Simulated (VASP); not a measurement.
Calculation: PBE GGA, VASP's PBE PAW potentials (set 64) (plane waves; VASP).

Input for VASP

**INCAR**
```
LCHARG=.FALSE.
EDIFF=1E-6   # SCF stop (eV)
NELM=100   # most electronic steps
SYSTEM=FeAl
LASPH=.TRUE.
LREAL=.FALSE.   # projection in real space or not
LWAVE=.FALSE.
ISIF=2   # forces and stress, cell fixed
GGA=PE
ALGO=Normal
ENCUT=550
LMAXMIX=4   # l cut-off of mixed one-centre charges
PREC=Accurate
ISMEAR=1   # Methfessel-Paxton
SIGMA=0.1   # width (eV)
```

POSCAR:
```
FeAl
5.93640
  0.5000000000   0.0000000000   0.0000000000
  0.0000000000   0.5000000000   0.0000000000
  0.0000000000   0.0000000000   0.5000000000
Al Fe
1 1
Direct
  0.5000000000   0.5000000000   0.5000000000
  0.0000000000   0.0000000000   0.0000000000
```

KPOINTS:
```
Regular mesh
0
gamma
 11 11 11
0 0 0
```

POTCAR, in this order: Al Fe (PBE.64 set). Program: vasp_std.

Output of the run:

### OSZICAR
```
       N       E                     dE             d eps       ncg     rms          rms(c)
DAV:   1     0.302657057049E+02    0.30266E+02   -0.51937E+03  1024   0.126E+03
DAV:   2    -0.131535652355E+02   -0.43419E+02   -0.41577E+02  1009   0.176E+02
DAV:   3    -0.143996708570E+02   -0.12461E+01   -0.12054E+01  1193   0.397E+01
DAV:   4    -0.144280734095E+02   -0.28403E-01   -0.28356E-01  1294   0.528E+00
DAV:   5    -0.144287297495E+02   -0.65634E-03   -0.65627E-03  1237   0.690E-01    0.132E+01
DAV:   6    -0.174427168779E+02   -0.30140E+01   -0.86580E+01  1146   0.139E+02    0.213E+01
DAV:   7    -0.125146607926E+02    0.49281E+01   -0.44807E+01  1132   0.876E+01    0.252E+00
DAV:   8    -0.124956246139E+02    0.19036E-01   -0.22942E-01  1047   0.536E+00    0.157E+00
DAV:   9    -0.124809887119E+02    0.14636E-01   -0.47827E-02  1217   0.338E+00    0.418E-01
DAV:  10    -0.124804442309E+02    0.54448E-03   -0.10554E-03  1238   0.367E-01    0.137E-01
DAV:  11    -0.124804349851E+02    0.92457E-05   -0.29065E-05  1342   0.621E-02    0.237E-02
DAV:  12    -0.124804333281E+02    0.16570E-05   -0.49610E-06  1095   0.255E-02    0.453E-03
DAV:  13    -0.124804330701E+02    0.25801E-06   -0.38033E-07   527   0.635E-03
   1 F= -.12480433E+02 E0= -.12480404E+02  d E =-.885645E-04
```

OUTCAR:
```
------------------------ aborting loop because EDIFF is reached ----------------------------------------
  FORCE on cell =-STRESS in cart. coord.  units (eV):
  Direction    XX          YY          ZZ          XY          YZ          ZX
  --------------------------------------------------------------------------------------
  Total       -2.4213738     -2.4213738     -2.4213738      0.0000000     -0.0000000      0.0000000
  in kB     -148.3518414   -148.3518414   -148.3518414      0.0000000     -0.0000000      0.0000000
  external PRESSURE =    -148.3518414 kB  Pullay stress =       0.0000000 kB
  volume of cell :       26.15
      direct lattice vectors                 reciprocal lattice vectors
     2.968200000  0.000000000  0.000000000     0.336904521  0.000000000  0.000000000
     0.000000000  2.968200000  0.000000000     0.000000000  0.336904521  0.000000000
     0.000000000  0.000000000  2.968200000     0.000000000  0.000000000  0.336904521
 POSITION                                       TOTAL-FORCE (eV/Angst)
 -----------------------------------------------------------------------------------
      1.48410      1.48410      1.48410         0.000000      0.000000      0.000000
      0.00000      0.00000      0.00000         0.000000      0.000000      0.000000
 -----------------------------------------------------------------------------------
    total drift:                                0.000000      0.000000      0.000000
  FREE ENERGIE OF THE ION-ELECTRON SYSTEM (eV)
  ---------------------------------------------------
  free  energy   TOTEN  =       -12.4804330701 eV

  energy  without entropy=      -12.4803445056  energy(sigma->0) =      -12.48040355
```
(Selected blocks of OUTCAR.)

The compound is FeAl in the CsCl type structure. The cell was not relaxed at this level. The run is one of a series of settings (ENCUT = 550 against the base run), some of them coarse on purpose. The run is not spin-polarised, so no magnetic state was tried. The electron count is odd and the run is not spin-polarised, which forces a metal.
